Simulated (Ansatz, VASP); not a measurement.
# Cross-check of HfO2 between VASP and Ansatz

One calculation is typed for both programs; each brings its own data sets. How far apart do they land? Of the first pair: The structure shown is the start of the Ansatz relaxation below; VASP solves that cell, so the two are compared at the walk's first step.

Program: Ansatz 0.2.0. Level of theory: plane waves, with VASP 6.6.1 beside it; single point at LDA. Results are calculated unless marked as measured.

## Step 1: Set-up

It takes space group P2_1/c (No. 14, monoclinic). The conventional cell has a = 5.098 Å, b = 5.192 Å, c = 5.218 Å, α = 90.00°, β = 99.67°, γ = 90.00°. Nearest to O lie 4 Hf at 2.13 to 2.22 Å. Nearest to O lie 3 Hf at 2.04 to 2.13 Å. Hf has 7 O at 2.04 to 2.22 Å nearest. Farther neighbours and most contacts between anions are not listed.

Coordinates:

```cif
data_structure
_symmetry_space_group_name_H-M 'P2_1/c'
_symmetry_Int_Tables_number 14
_cell_length_a 5.0983
_cell_length_b 5.1920
_cell_length_c 5.2177
_cell_angle_alpha 90.000
_cell_angle_beta 99.672
_cell_angle_gamma 90.000
_cell_volume 136.15
loop_
_atom_site_label
_atom_site_type_symbol
_atom_site_symmetry_multiplicity
_atom_site_Wyckoff_symbol
_atom_site_fract_x
_atom_site_fract_y
_atom_site_fract_z
_atom_site_occupancy
O1 O 4 e 0.44627 0.75851 0.48126 1
O2 O 4 e 0.07289 0.34083 0.33776 1
Hf1 Hf 4 e 0.27777 0.04276 0.20834 1
```

## Step 2: Ansatz: relaxation, LDA

Ansatz runs on its PAW soft_1 files.

The two programs are compared at the cell with which this relaxation starts, whose forces are those of its first step.

File input.yaml:

```yaml
crystal:
  lattice:
    - [5.0982642246, 0.0, -0.010425736]
    - [0.0, 5.1920380448, 0.0]
    - [-0.866078169, 0.0, 5.1453564736]
  atoms:
    - { symbol: O, position: [0.4462666773, 0.7585054776, 0.4812600147] }
    - { symbol: O, position: [0.5537333227, 0.2585054776, 0.0187399853] }
    - { symbol: O, position: [0.5537333227, 0.2414945224, 0.5187399853] }
    - { symbol: O, position: [0.4462666773, 0.7414945224, 0.9812600147] }
    - { symbol: O, position: [0.072890212, 0.3408264828, 0.3377599718] }
    - { symbol: O, position: [0.927109788, 0.8408264828, 0.1622400282] }
    - { symbol: O, position: [0.927109788, 0.6591735172, 0.6622400282] }
    - { symbol: O, position: [0.072890212, 0.1591735172, 0.8377599718] }
    - { symbol: Hf, position: [0.2777668156, 0.0427575927, 0.2083402465] }
    - { symbol: Hf, position: [0.7222331844, 0.5427575927, 0.2916597535] }
    - { symbol: Hf, position: [0.7222331844, 0.9572424073, 0.7916597535] }
    - { symbol: Hf, position: [0.2777668156, 0.4572424073, 0.7083402465] }
kpoints:
  mp_grid: { grid: [4, 4, 4] }
hamiltonian:
  xc: lda
  pseudopotentials: { kind: paw, azcp: { folder: soft_1 }, xc_functional: pbe }
scf:
  occupations: { method: fixed }
output:
  forces: true
  stress: true
  eigenvalues: true
relax:
  adjacent_minimum: "off"
  f_tol: 0.001
  max_steps: 60
  cell: { stress_tol: 0.01, fix: [a, b, gamma] }
```

The run is started by

```sh
$ ansatz run input.yaml --threads 8 --pin off --max-ram 20480MiB --backend cpu --events-out ev --progress --plain --runs-dir out
```

Numbers of over 12 decimals in the logs are rounded to 6 here.

The program printed:

```text
Engine: ansatz 0.2.0, aarch64-unknown-linux-gnu
Pseudopotentials: kind: paw
Pseudopotential: O, paw, valence charge 6, recommended cutoff 420 eV (normal), soft_1/O.paw.azcp
Pseudopotential: Hf, paw, valence charge 26, recommended cutoff 420 eV (normal), soft_1/Hf.paw.azcp
Functional definition: SPW92
  exchange = slater_x
  correlation = pw_c
Crystal: 12 atoms, lattice volume = 136.153 Å³
Basis set: ecut = 420 eV, 2669 PW (Γ)
Bands: 92, of which v1, the nominal top of the filled ones, is band 76 counted from 1 (75 counted from 0)
Symmetry: 4 space group operations
Space group: P21/c (ITA 14), of the structure as read, at distance tolerance 5.1e-5 Å
k-points: 30 of 64
Non-local potential: O, projectors of the file, l = 0: 2, l = 1: 2, l = 2: 1
Non-local potential: Hf, projectors of the file, l = 0: 3, l = 1: 2, l = 2: 2, l = 3: 3
PAW form: soft (Blöchl's): semilocal exchange-correlation on the pseudo side does not see the compensation charge
PAW frozen core: O, regenerated for the run's functional, and the local potential with it (the file was generated under x = pbe(κ = 0.804, μ = 0.219515), c = pbe(β = 0.066725))
PAW frozen core: Hf, regenerated for the run's functional, and the local potential with it (the file was generated under x = pbe(κ = 0.804, μ = 0.219515), c = pbe(β = 0.066725))
PAW one-centre angular grid: O, 110 points (default); XC on 64 Gauss nodes
PAW one-centre angular grid: Hf, 590 points (default); XC on 64 Gauss nodes
Initial density: superposition of atomic densities (chi_scale 0.1, normalization cell, long waves kept (reshape's long-wave potential 0.02 eV rms))
Initial wavefunctions: pseudopotential atomic-orbital guess
Functional: x = slater, c = lda
SCF iter   1: F=—  HF=-66378.616315 eV  |F-HF|=—  |Δ(HF+E_count)|=         —  Δρ=9.37e-2  dr2=1.01e1  ethr=3.10e-3  ⟨swp⟩=4.1  Hψ=7765  notcnv=0  defer=368
preconditioner: auto → Resta (q_TF=auto, 2.779 Å⁻¹)  ε∞=4.9  [insulator: Δε(μ)=2.887 eV  Ē_g=19.236 eV  n_scr=52 (ndim 8)  ℏωp=38.2 eV  f_vac=0.006  ε∞_Penn≈4.9]
SCF iter   2: F=—  HF=-66376.100884 eV  |F-HF|=—  |Δ(HF+E_count)|=    2.52e0  Δρ=4.12e-2  dr2=2.22e0  ethr=3.10e-3  ⟨swp⟩=2.3  Hψ=5538  notcnv=0  defer=377
SCF iter   3: F=—  HF=-66375.370100 eV  |F-HF|=—  |Δ(HF+E_count)|=   7.31e-1  Δρ=2.22e-2  dr2=7.02e-1  ethr=1.46e-3  ⟨swp⟩=2.0  Hψ=4188  notcnv=0  defer=416
SCF iter   4: F=—  HF=-66375.157150 eV  |F-HF|=—  |Δ(HF+E_count)|=   2.13e-1  Δρ=7.86e-3  dr2=5.96e-2  ethr=4.62e-4  ⟨swp⟩=2.9  Hψ=4861  notcnv=0  defer=416
SCF iter   5: F=—  HF=-66375.175214 eV  |F-HF|=—  |Δ(HF+E_count)|=   1.81e-2  Δρ=3.92e-3  dr2=2.14e-2  ethr=3.92e-5  ⟨swp⟩=2.0  Hψ=4539  notcnv=0  defer=419
SCF iter   6: F=—  HF=-66375.162005 eV  |F-HF|=—  |Δ(HF+E_count)|=   1.32e-2  Δρ=7.90e-4  dr2=8.17e-4  ethr=1.41e-5  ⟨swp⟩=2.0  Hψ=4793  notcnv=0  defer=420
SCF iter   7: F=—  HF=-66375.162974 eV  |F-HF|=—  |Δ(HF+E_count)|=   9.68e-4  Δρ=4.61e-4  dr2=2.49e-4  ethr=5.37e-7  ⟨swp⟩=2.0  Hψ=4828  notcnv=0  defer=416
SCF iter   8: F=—  HF=-66375.162940 eV  |F-HF|=—  |Δ(HF+E_count)|=   3.37e-5  Δρ=1.77e-4  dr2=3.17e-5  ethr=1.64e-7  ⟨swp⟩=2.0  Hψ=4733  notcnv=0  defer=307
SCF iter   9: F=—  HF=-66375.162928 eV  |F-HF|=—  |Δ(HF+E_count)|=   1.17e-5  Δρ=6.39e-5  dr2=5.20e-6  ethr=2.08e-8  ⟨swp⟩=2.0  Hψ=4442  notcnv=0  defer=307
SCF iter  10: F=—  HF=-66375.162928 eV  |F-HF|=—  |Δ(HF+E_count)|=   2.47e-7  Δρ=1.23e-5  dr2=2.30e-7  ethr=3.42e-9  ⟨swp⟩=2.0  Hψ=4064  notcnv=0  defer=307
SCF iter  11: F=-66375.162928 eV  HF=-66375.162928 eV  |F-HF|=3.64e-10  |Δ(HF+E_count)|=   2.51e-8  Δρ=2.62e-6  dr2=1.06e-8  ethr=6.58e-11  ⟨swp⟩=12.2  Hψ=14052  notcnv=0
SCF 1 converged in 11 iterations: F = -66375.162928 eV  dr2 = 1.06e-8
  greatest PAW one-centre occupation: 0.999 electrons in one spin orbital (limit 2), on the Hf atom at site 11 (counted from 0), in its partial waves of l = 3
relax step   1: F+E_penalty+E_count = -66375.16292792 eV  Δ(F+E_penalty+E_count) = +0.000e0 eV  max|allowed force component| = 1.649e-1 eV/Å  Δτ_max = 0.0000 Å  P = -5.189 GPa  Ω = 136.153 Å³  fix = [a, b, gamma]  reactions: a -6.161, b -6.263 GPa  (11 SCF iters, dr2 threshold 1.00e-7 eV, accepted)
Crystal: 12 atoms, lattice volume = 134.688 Å³
Basis set: ecut = 420 eV, 2621 PW (Γ)
Initial density: handed on by an earlier stage of this run
Initial wavefunctions: those handed on with the density
iter 1 solved again at ethr=5.36e-6 eV; its pass at ethr=3.10e-3 eV (dr2=8.15e-3 eV) is discarded
SCF iter   1: F=—  HF=-66375.184193 eV  |F-HF|=—  |Δ(HF+E_count)|=         —  Δρ=3.17e-3  dr2=8.54e-3  ethr=5.36e-6  ⟨swp⟩=2.0  Hψ=10419  notcnv=0  defer=420
preconditioner: auto → Resta (q_TF=auto, 2.784 Å⁻¹)  ε∞=5.5  [insulator: Δε(μ)=3.956 eV  Ē_g=18.176 eV  n_scr=52 (ndim 8)  ℏωp=38.4 eV  f_vac=0.065  ε∞_Penn≈5.5]
[...]
eigensolver tolerance schedule: the retry pair's looser diagonalisation over-reported the residual by 34113.51 of it (diagonalisation noise at 1.05 of the residual, at the tolerance the schedule requests for it); recorded, not acted on — ethr = c·dr2/N_el stays at c = 1.0e-1
preconditioner: auto → Resta (q_TF=auto, 2.783 Å⁻¹)  ε∞=5.5  [insulator: Δε(μ)=3.934 eV  Ē_g=18.163 eV  n_scr=52 (ndim 8)  ℏωp=38.4 eV  f_vac=0.067  ε∞_Penn≈5.5]
SCF iter   2: F=—  HF=-66375.178855 eV  |F-HF|=—  |Δ(HF+E_count)|=   3.15e-7  Δρ=1.65e-6  dr2=5.80e-10  ethr=1.36e-12  ⟨swp⟩=4.8  Hψ=9271  notcnv=0  defer=327
SCF iter   3: F=—  HF=-66375.178855 eV  |F-HF|=—  |Δ(HF+E_count)|=  2.18e-10  Δρ=5.78e-7  dr2=7.57e-11  ethr=1.00e-12  ⟨swp⟩=1.6  Hψ=2625  notcnv=0  defer=327
SCF iter   4: F=—  HF=-66375.178855 eV  |F-HF|=—  |Δ(HF+E_count)|=  1.46e-11  Δρ=1.09e-7  dr2=1.16e-11  ethr=1.00e-12  ⟨swp⟩=1.0  Hψ=2458  notcnv=0  defer=327
SCF iter   5: F=-66375.178855 eV  HF=-66375.178855 eV  |F-HF|=0.00e0  |Δ(HF+E_count)|=    0.00e0  Δρ=2.16e-8  dr2=3.31e-13  ethr=1.00e-12  ⟨swp⟩=14.6  Hψ=18203  notcnv=0
SCF 11 converged in 5 iterations: F = -66375.178855 eV  dr2 = 3.31e-13
relax step  11: F+E_penalty+E_count = -66375.17885460 eV  Δ(F+E_penalty+E_count) = +1.765e-4 eV  max|allowed force component| = 9.022e-5 eV/Å  Δτ_max = 0.0000 Å  P = -2.927 GPa  Ω = 134.916 Å³  fix = [a, b, gamma]  reactions: a -4.048, b -4.731 GPa  stress off target by 3.15e-3 GPa on what of the cell is left free  SCF on the basis re-selected at this cell (its energy is not comparable with the rows above)  (5 SCF iters)
basis re-selected at this cell: Δ(F+E_penalty+E_count) = +1.765e-4 eV, ΔP = -0.001 GPa vs the last step (what re-selecting the basis moved, of the pressure what is left beyond the Pulay correction that the steps carried, after the strain that the cell walked since its last selection, with what the two solves' SCF thresholds leave and, on support functions, any second-order correction that the steps lacked; it is no m [...]
SCF converged after 5 iterations
Free energy (F): -66375.178855 eV
Harris-Foulkes:  -66375.178855 eV  (|F-HF|=0.00e0)
Internal energy: -66375.178855 eV  (E = F + TS)
E sigma→0 (E₀):  -66375.178855 eV
Fermi energy:    13.034883 eV
--- Per-component energies (eV) ---
  E_band       = -146.979736
  E_kinetic    = 2971.117537
  E_local      = -29335.329784  (includes V_loc(G=0)·N_el)
  E_nonlocal   = 748.536416
  E_hartree    = 13929.494107
  E_xc         = -1621.306215
  E_vxc        = -1745.008972  (∫ρ·V_xc dr)
  E_paw        = -31045.836554  (= ΣΔE_a)
  E_vpaw       = -645.289714  (= ΣTr[D̂ρ^β])
  E_aug_tail   = 0.006636  (compensation charges beyond the density's cutoff)
  E_ewald      = -22032.464721
  E_core_change = 10.603724  (= ΣΔE_core)
  E_smearing   = -0.000000  (= −TS)
  E_closure    = -0.000000  (closes the sum)
  Σ components = -66375.178855   (vs F -66375.178855, Δ=0.00e0)
--- Forces (eV/Å), atoms counted from 1 ---
  atom   1  O     -0.00006115     0.00000443     0.00000281
  atom   2  O      0.00006115     0.00000443    -0.00000281
  atom   3  O      0.00006115    -0.00000443    -0.00000281
  atom   4  O     -0.00006115    -0.00000443     0.00000281
  atom   5  O      0.00007646    -0.00002556    -0.00008811
  atom   6  O     -0.00007646    -0.00002556     0.00008811
  atom   7  O     -0.00007646     0.00002556     0.00008811
  atom   8  O      0.00007646     0.00002556    -0.00008811
  atom   9  Hf    -0.00009022    -0.00008223     0.00006766
  atom  10  Hf     0.00009022    -0.00008223    -0.00006766
  atom  11  Hf     0.00009022     0.00008223    -0.00006766
  atom  12  Hf    -0.00009022     0.00008223     0.00006766
  max |Σ_I F_I| component: 0.00e0 eV/Å
--- Stress (GPa, compression-positive) ---
       -4.047954       0.000000       0.012901
        0.000000      -4.731178      -0.000000
        0.012901      -0.000000      -0.003042
  P = ⅓ Tr σ = -2.9274 GPa (-29.274 kbar)
--- Band table (eV; the first three rows and the last of 30) ---
  k-point 0: bands = [... 72 lower, 12.4238, 12.5253, 12.8488, 13.0349, 17.4103, 18.0417, 18.1765, 18.5547, ... 12 higher]
  k-point 1: bands = [... 72 lower, 12.1768, 12.4363, 12.6622, 12.8575, 17.4998, 17.8552, 18.0510, 18.4632, ... 12 higher]
  k-point 2: bands = [... 72 lower, 12.1365, 12.1365, 12.5366, 12.5366, 17.6351, 17.6351, 18.1522, 18.1522, ... 12 higher]
  k-point 29: bands = [... 72 lower, 11.8812, 11.8812, 12.3198, 12.3198, 17.5760, 17.5760, 18.2714, 18.2714, ... 12 higher]
--- Relaxed structure (9 steps of the walk, 9 accepted, 2 SCFs on fresh bases) ---
  F+E_penalty+E_count = -66375.17885460 eV   max|allowed force component| = 9.022e-5 eV/Å   (the final SCF, on the basis selected at the relaxed cell)
  cell:  # Å, volume = 134.9164 Å³
    - [5.098246, 0, -0.017125]
    - [0, 5.1920380448, 1.0462142661541435e-17]
    - [-0.872929, 1.0364508806499115e-17, 5.099831]
  atoms:
    - { symbol: O, position: [0.448588, 0.758301, 0.481854] }
    - { symbol: O, position: [0.551412, 0.258301, 0.018146] }
    - { symbol: O, position: [0.551412, 0.241699, 0.518146] }
    - { symbol: O, position: [0.448588, 0.741699, 0.981854] }
    - { symbol: O, position: [0.072782, 0.342966, 0.334547] }
    - { symbol: O, position: [0.927218, 0.842966, 0.165453] }
    - { symbol: O, position: [0.927218, 0.657034, 0.665453] }
    - { symbol: O, position: [0.072782, 0.157034, 0.834547] }
    - { symbol: Hf, position: [0.276908, 0.042820, 0.208028] }
    - { symbol: Hf, position: [0.723092, 0.542820, 0.291972] }
    - { symbol: Hf, position: [0.723092, 0.957180, 0.791972] }
    - { symbol: Hf, position: [0.276908, 0.457180, 0.708028] }
```

[end of part 1 of 3]

[Lines on the potential files, build, host, timing and source positions are cut from VASP's logs without a mark.]

[Logs are printed without paths, hosts, clocks, repeated set-up lines and the standing remarks that a program may print on its own settings, such as how far it seeks lower states.]

[Hosts, paths, dates, database ids (printed as entryN), source tags and the programs' standing remarks are cut or masked in the printed files.]
